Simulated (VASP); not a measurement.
Output of a VASP run:

OSZICAR:
```
       N       E                     dE             d eps       ncg     rms          rms(c)
DAV:   1     0.151406238434E+03    0.15141E+03   -0.87080E+03   288   0.836E+02
DAV:   2     0.267800244125E+01   -0.14873E+03   -0.14704E+03   426   0.184E+02
DAV:   3    -0.754395410539E+01   -0.10222E+02   -0.10199E+02   328   0.588E+01
DAV:   4    -0.764403641520E+01   -0.10008E+00   -0.10002E+00   374   0.674E+00
DAV:   5    -0.764461883530E+01   -0.58242E-03   -0.58238E-03   314   0.521E-01    0.112E+01
DAV:   6    -0.732900141952E+01    0.31562E+00   -0.23034E-01   316   0.290E+00    0.737E+00
DAV:   7    -0.722250541774E+01    0.10650E+00   -0.51519E-01   292   0.427E+00    0.640E-01
DAV:   8    -0.721218939882E+01    0.10316E-01   -0.60203E-02   296   0.151E+00    0.305E-01
DAV:   9    -0.721223823536E+01   -0.48837E-04   -0.11689E-03   326   0.238E-01    0.102E-01
DAV:  10    -0.721229269331E+01   -0.54458E-04   -0.10300E-04   358   0.698E-02    0.680E-02
DAV:  11    -0.721229285699E+01   -0.16368E-06   -0.26140E-05   310   0.310E-02    0.746E-03
DAV:  12    -0.721229316578E+01   -0.30879E-06   -0.34250E-06   314   0.116E-02
   1 F= -.72122932E+01 E0= -.72122932E+01  d E =-.110599E-11
```

### OUTCAR
```
------------------------ aborting loop because EDIFF is reached ----------------------------------------
  FORCE on cell =-STRESS in cart. coord.  units (eV):
  Direction    XX          YY          ZZ          XY          YZ          ZX
  --------------------------------------------------------------------------------------
  Total       -0.9134401      0.2239453     -0.6699988      0.0000000      0.0000000     -0.0000000
  in kB      -11.0103259      2.6993673     -8.0759600      0.0000000      0.0000000     -0.0000000
  external PRESSURE =      -5.4623062 kB  Pullay stress =       0.0000000 kB
  volume of cell :      132.92
      direct lattice vectors                 reciprocal lattice vectors
     2.255008000 -3.357344000  0.000000000     0.221728703 -0.148927247  0.000000000
     2.255008000  3.357344000  0.000000000     0.221728703  0.148927247  0.000000000
     0.000000000  0.000000000  8.778424000     0.000000000  0.000000000  0.113915664
 POSITION                                       TOTAL-FORCE (eV/Angst)
 -----------------------------------------------------------------------------------
      3.88312      0.00000      7.80402        -0.139220      0.000000     -0.405702
      2.88190      0.00000      3.41481         0.139220      0.000000     -0.405702
      1.62812      0.00000      5.36362        -0.139220      0.000000      0.405702
      0.62689      0.00000      0.97441         0.139220      0.000000      0.405702
 -----------------------------------------------------------------------------------
    total drift:                               -0.000000     -0.000000      0.000000
  FREE ENERGIE OF THE ION-ELECTRON SYSTEM (eV)
  ---------------------------------------------------
  free  energy   TOTEN  =        -7.2122931658 eV

  energy  without entropy=       -7.2122931658  energy(sigma->0) =       -7.21229317
```
(Selected blocks of OUTCAR.)

**POSCAR**
```
Br
1
    2.2550080000    -3.3573440000     0.0000000000
    2.2550080000     3.3573440000     0.0000000000
    0.0000000000     0.0000000000     8.7784240000
Br
4
Direct
  0.8610000000   0.8610000000   0.8890000000
  0.6390000000   0.6390000000   0.3890000000
  0.3610000000   0.3610000000   0.6110000000
  0.1390000000   0.1390000000   0.1110000000
```

Q: Write an INCAR and KPOINTS that could have produced this output.

A: One answer among several that fit: the input of the run itself, PBEsol GGA, plane waves, VASP's PBE PAW potentials (set 64).

File KPOINTS:
```
K-points
0
Gamma
3 3 2
```

**INCAR**
```
SYSTEM = Br
PREC = Accurate
ENCUT = 300
EDIFF = 1E-6
NELM = 100
ALGO = Normal
LREAL = .FALSE.
LASPH = .TRUE.
ISMEAR = -1
SIGMA = 0.02
GGA = PS
LMAXMIX = 4
LWAVE = .FALSE.
LCHARG = .FALSE.
ISIF = 2
```

POTCAR, in this order: Br (PBE.64 set). Program: vasp_std.

The structure is a typed Br crystal (Cmce). The cell was not relaxed at this level. The k-mesh is coarse (spacing up to 0.56 per Å, 2π included), so the numbers may not be converged in it. The run is one of a series of settings (GGA = PS against the base run), some of them coarse on purpose.
